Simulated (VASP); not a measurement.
An input for Quantum ESPRESSO's pw.x (written as the equivalent of a VASP run, and not itself run):

```
&CONTROL
  calculation = 'scf'
  pseudo_dir = './pseudo'
  outdir = './out'
  tprnfor = .true.
  tstress = .true.
/
&SYSTEM
  ibrav = 0
  nat = 4
  ntyp = 2
  ecutwfc = 92
  occupations = 'smearing'
  smearing = 'methfessel-paxton'
  degauss = 0.00735
  input_dft = 'pbe'
  vdw_corr = 'grimme-d3'
  dftd3_version = 3
  dftd3_threebody = .false.
/
&ELECTRONS
  conv_thr = 7.3e-09
  electron_maxstep = 100
/
ATOMIC_SPECIES
  Cu 63.546 Cu.upf
  Au 196.967 Au.upf
CELL_PARAMETERS angstrom
     3.6847116    0.0000000    0.0000000
     0.0000000    3.6847116    0.0000000
     0.0000000    0.0000000    3.6847116
ATOMIC_POSITIONS crystal
  Cu   0.0000000  0.5000000  0.5000000
  Cu   0.5000000  0.0000000  0.5000000
  Cu   0.5000000  0.5000000  0.0000000
  Au   0.0000000  0.0000000  0.0000000
K_POINTS automatic
  8 8 8 0 0 0
```

Problem. Translate this input to VASP (INCAR, KPOINTS, POSCAR, choice of POTCAR).

Solution. One answer among several that fit: 
**POSCAR**
```
Cu3Au
1
    3.6847116300     0.0000000000     0.0000000000
    0.0000000000     3.6847116300     0.0000000000
    0.0000000000     0.0000000000     3.6847116300
Cu Au
3 1
Direct
  0.0000000000   0.5000000000   0.5000000000
  0.5000000000   0.0000000000   0.5000000000
  0.5000000000   0.5000000000   0.0000000000
  0.0000000000   0.0000000000   0.0000000000
```

### KPOINTS
```
kpoints
0
Gamma
 8 8 8
```

**INCAR**
```
! general
SYSTEM   =  Cu3Au
PREC     =  Accurate
ENCUT    =  520
LREAL    =  .FALSE.
LASPH    =  .TRUE.

! electronic loop
EDIFF    =  1E-7
NELM     =  100
ALGO     =  Normal
LMAXMIX  =  6

! smearing
ISMEAR   =  1
SIGMA    =  0.1

! functional
GGA      =  PE
IVDW     =  11

! ions
ISIF     =  2

! output
LWAVE    =  .FALSE.
LCHARG   =  .FALSE.
```

POTCAR, in this order: Cu Au (PBE.64 set). Program: vasp_std.

The two are equivalent in intent, not identical: the potentials are each code's own (VASP's PAW set, PseudoDojo norm-conserving files in pw.x), so ENCUT and ecutwfc are chosen apart and not converted; conv_thr bounds pw.x's estimated SCF error, while EDIFF bounds the energy change between steps.

The compound is Cu3Au in the L1_2 structure. This cell is one point of a volume scan, at 0.97 of the reference volume.
